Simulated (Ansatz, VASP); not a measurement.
# TaSbSe: VASP beside Ansatz

Contents of INCAR:

```
PREC = Accurate
ENCUT = 600
EDIFF = 1E-6
ISMEAR = -1
SIGMA = 0.05
LREAL = False
LASPH = True
NELM = 80
ALGO = Normal
ISIF = 3
LWAVE = False
LCHARG = False
GGA = CA
IBRION = 2
NSW = 60
EDIFFG = -0.01
```

File KPOINTS:

```
regular mesh
0
Gamma
  7 7 5
```

Contents of POSCAR:

```
TaSbSe
1.0
    3.6296100000      0.0000000000      0.0000000000
    0.0000000000      3.6296100000      0.0000000000
    0.0000000000      0.0000000000      5.6345500000
Ta Sb Se
1 1 1
Direct
    0.0000000000      0.0000000000      0.0000000000
    0.0000000000      0.0000000000      0.5000000000
    0.5000000000      0.5000000000      0.0000000000
```

Contents of input.yaml:

```yaml
crystal:
  lattice:
    - [3.62961, 0.0, 0.0]
    - [0.0, 3.62961, 0.0]
    - [0.0, 0.0, 5.63455]
  atoms:
    - { symbol: Ta, position: [0.0, 0.0, 0.0] }
    - { symbol: Sb, position: [0.0, 0.0, 0.5] }
    - { symbol: Se, position: [0.5, 0.5, 0.0] }
hamiltonian:
  xc: lda
  pseudopotentials: { kind: paw }
kpoints:
  mp_grid: { grid: [7, 7, 5] }
scf:
  occupations: { method: fermi_dirac, width: 0.05 }
output:
  forces: true
  stress: true
  eigenvalues: true
relax:
  f_tol: 0.01
  max_steps: 40
  cell: { stress_tol: 0.05 }
```

The cell was built by a generator and needn't be a form met in nature.

Alike in both runs: task relaxation of cell and atoms; functional LDA; k mesh 7 × 7 × 5; occupations fermi-dirac, width 0.05 eV; no spin polarisation.

|  | VASP | Ansatz |
| --- | --- | --- |
| version | VASP 6.6.1 | Ansatz 0.2.0 |
| potentials or method | VASP PAW LDA potentials, release 64 (Ta_pv, Sb, Se) | Ansatz PAW |
| plane-wave cutoff (eV) | 600 | 420 |
| valence electrons in the cell | 22 | 44 |

Ansatz gave:

| Property | Result |
| --- | --- |
| gap on the k mesh at the Fermi level, each at its own relaxed structure (eV) | none |
| relaxed volume (Å³/atom) | 23.28 |
| relaxed cell length with the largest relative difference (Å) | 3.552 |
| energy change over the relaxation (meV/atom) | -29 |

Q: Estimate VASP's values.

A: gap on the k mesh at the Fermi level, each at its own relaxed structure (eV): none; relaxed volume (Å³/atom): 23.36; relaxed cell length with the largest relative difference (Å): 3.557; energy change over the relaxation (meV/atom): -25.

A gap of «none» marks a metal or a gap that the smearing closes. The two sets of potentials don't hold the same shells in valence.

Caveats: the plane-wave basis is chosen anew once the cell has moved, so the energies of steps on either side of that aren't comparable (Ansatz); the PAW data sets come from PBE, with cores solved anew for the run's functional, which leaves a small shift of forces and pressure (Ansatz). Spin-orbit coupling is left out, which matters for the levels of Sb, Ta.
